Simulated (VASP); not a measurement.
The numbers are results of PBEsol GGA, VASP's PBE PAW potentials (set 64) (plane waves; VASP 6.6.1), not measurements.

VASP input:

File POSCAR:
```
BN
13.6448650
  0.0918067333  -0.1590139551   0.0000000000
  0.0918067333   0.1590139551   0.0000000000
  0.0000000000   0.0000000000   0.4999999947
B N
2 2
Cart
  0.0918067333   0.0530047577   0.1249999987
  0.0918067333  -0.0530047577   0.3749999961
  0.0918067333  -0.0530047577   0.1249999987
  0.0918067333   0.0530047577   0.3749999961
```

**INCAR**
```
LWAVE = .False.
PREC = Accurate
ISIF = 2   ! forces and stress, cell fixed
ENCUT = 600   ! plane-wave cut-off (eV)
LREAL = .False.   ! projection in real space or not
GGA = PS   ! PBEsol
ALGO = Normal
EDIFF = 1E-7   ! SCF stop (eV)
ISMEAR = 0   ! Gaussian
LASPH = .True.
SIGMA = 0.05   ! width (eV)
SYSTEM = BN
NELM = 100   ! most electronic steps
LCHARG = .False.
```

KPOINTS:
```
Automatic mesh
0
Gamma
10 10 4
0 0 0
```

POTCAR, in this order: B N (PBE.64 set). Program: vasp_std.

The run wrote:

### OSZICAR
```
       N       E                     dE             d eps       ncg     rms          rms(c)
DAV:   1     0.772996959784E+02    0.77300E+02   -0.89093E+03  1008   0.137E+03
DAV:   2    -0.347354816242E+02   -0.11204E+03   -0.10047E+03  1464   0.295E+02
DAV:   3    -0.399731742575E+02   -0.52377E+01   -0.51939E+01  1292   0.671E+01
DAV:   4    -0.400309988343E+02   -0.57825E-01   -0.57783E-01  1256   0.741E+00
DAV:   5    -0.400318538797E+02   -0.85505E-03   -0.85494E-03  1260   0.911E-01    0.110E+01
DAV:   6    -0.369650369933E+02    0.30668E+01   -0.75418E+00  1168   0.235E+01    0.501E+00
DAV:   7    -0.366667579212E+02    0.29828E+00   -0.45465E-01  1272   0.628E+00    0.306E+00
DAV:   8    -0.365789401704E+02    0.87818E-01   -0.28057E-01  1220   0.410E+00    0.419E-01
DAV:   9    -0.365755619262E+02    0.33782E-02   -0.12807E-02  1216   0.103E+00    0.171E-01
DAV:  10    -0.365762798378E+02   -0.71791E-03   -0.10267E-03  1216   0.273E-01    0.367E-02
DAV:  11    -0.365763707296E+02   -0.90892E-04   -0.14964E-04  1292   0.114E-01    0.226E-02
DAV:  12    -0.365763694811E+02    0.12484E-05   -0.37463E-05  1192   0.545E-02    0.322E-03
DAV:  13    -0.365763696960E+02   -0.21490E-06   -0.14703E-06  1264   0.110E-02    0.119E-03
DAV:  14    -0.365763697613E+02   -0.65280E-07   -0.12323E-07  1040   0.297E-03
   1 F= -.36576370E+02 E0= -.36576370E+02  d E =-.733539E-14
```

### OUTCAR
```
------------------------ aborting loop because EDIFF is reached ----------------------------------------
  FORCE on cell =-STRESS in cart. coord.  units (eV):
  Direction    XX          YY          ZZ          XY          YZ          ZX
  --------------------------------------------------------------------------------------
  Total       -0.0218956     -0.0218957      0.0290691     -0.0000000      0.0000000      0.0000000
  in kB       -0.9459123     -0.9459127      1.2558116     -0.0000000      0.0000000      0.0000000
  external PRESSURE =      -0.2120045 kB  Pullay stress =       0.0000000 kB
  volume of cell :       37.09
      direct lattice vectors                 reciprocal lattice vectors
     1.252690482 -2.169723951  0.000000000     0.399140895 -0.230444062  0.000000000
     1.252690482  2.169723951  0.000000000     0.399140895  0.230444062  0.000000000
     0.000000000  0.000000000  6.822432428     0.000000000  0.000000000  0.146575288
  FREE ENERGIE OF THE ION-ELECTRON SYSTEM (eV)
  ---------------------------------------------------
  free  energy   TOTEN  =       -36.5763697613 eV

  energy  without entropy=      -36.5763697613  energy(sigma->0) =      -36.57636976
```
(Selected blocks of OUTCAR.)

File OUTCAR:
```
 val. band max:        1.9928853550   @ k =   0.3000   0.3000   0.0000

 cond. band min:       6.1779240433   @ k =   0.5000  -0.0000   0.0000


 Fermi energy:         2.2417743123

 k-point     1 :       0.0000    0.0000    0.0000
  band No.  band energies     occupation
      1     -15.7559      2.00000
      2     -15.5094      2.00000
      3      -4.1992      2.00000
      4      -2.2893      2.00000
      5       0.6608      2.00000
      6       0.6609      2.00000
      7       0.6893      2.00000
      8       0.6894      2.00000
      9       6.8708      0.00000
     10      11.8188      0.00000
     11      13.4711      0.00000
     12      13.4747      0.00000

 k-point     2 :       0.1000   -0.0000    0.0000
  band No.  band energies     occupation
      1     -15.5604      2.00000
      2     -15.3196      2.00000
      3      -3.9304      2.00000
      4      -2.0458      2.00000
      5      -0.1283      2.00000
      6      -0.1058      2.00000
      7       0.2923      2.00000
      8       0.3257      2.00000
      9       7.2198      0.00000
     10      11.7332      0.00000
     11      13.2147      0.00000
     12      13.4532      0.00000

 k-point     3 :       0.2000   -0.0000    0.0000
  band No.  band energies     occupation
      1     -14.9894      2.00000
      2     -14.7660      2.00000
      3      -3.1385      2.00000
      4      -2.0149      2.00000
      5      -1.9806      2.00000
      6      -1.3370      2.00000
      7      -0.5342      2.00000
      8      -0.4930      2.00000
      9       8.1183      0.00000
     10      11.2111      0.00000
     11      12.3631      0.00000
     12      12.7097      0.00000

 k-point     4 :       0.3000    0.0000    0.0000
  band No.  band energies     occupation
      1     -14.1055      2.00000
      2     -13.9143      2.00000
      3      -4.2173      2.00000
      4      -4.1596      2.00000
      5      -1.8832      2.00000
      6      -1.3738      2.00000
...
```

Without a dispersion term in the relaxation, distances and binding between the weakly bound layers, chains or molecules are unreliable, and so is what depends on them.

The compound is BN in the hex structure. It was relaxed first.
